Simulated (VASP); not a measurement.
Data:

```
CELL_PARAMETERS angstrom
      4.63968     0.00000     0.00000
      0.00000     4.63968     0.00000
      0.00000     0.00000     3.09383
ATOMIC_POSITIONS crystal
  Zn 0.00000 0.00000 0.00000
  Zn 0.50000 0.50000 0.50000
  F  0.30322 0.30322 0.00000
  F  0.80322 0.19678 0.50000
  F  0.19678 0.80322 0.50000
  F  0.69678 0.69678 0.00000
```

These are LDA (Ceperley-Alder, Perdew-Zunger), VASP's LDA PAW potentials (set 64) (plane waves; VASP) values and carry that method's errors. Settings: 520 eV cut-off, 6×6×8 Γ-centred mesh, tetrahedra with Blöchl corrections, potentials Zn F.

The cores are frozen, which limits the accuracy of field gradients.

Problem. Give the principal components of the electric field gradient (V/Å²) and the asymmetry η at each nucleus.

Solution. 
```
atom    Vxx    Vyy    Vzz     η
----  -----  -----  -----  ----
Zn1   -14.0  -11.1   25.1  0.11
Zn2   -14.0  -11.1   25.1  0.11
F3     62.5   27.4  -89.9  0.39
F4     62.5   27.4  -89.9  0.39
F5     62.5   27.4  -89.9  0.39
F6     62.5   27.4  -89.9  0.39
```

The compound is ZnF2 in the rutile structure. It was relaxed first.
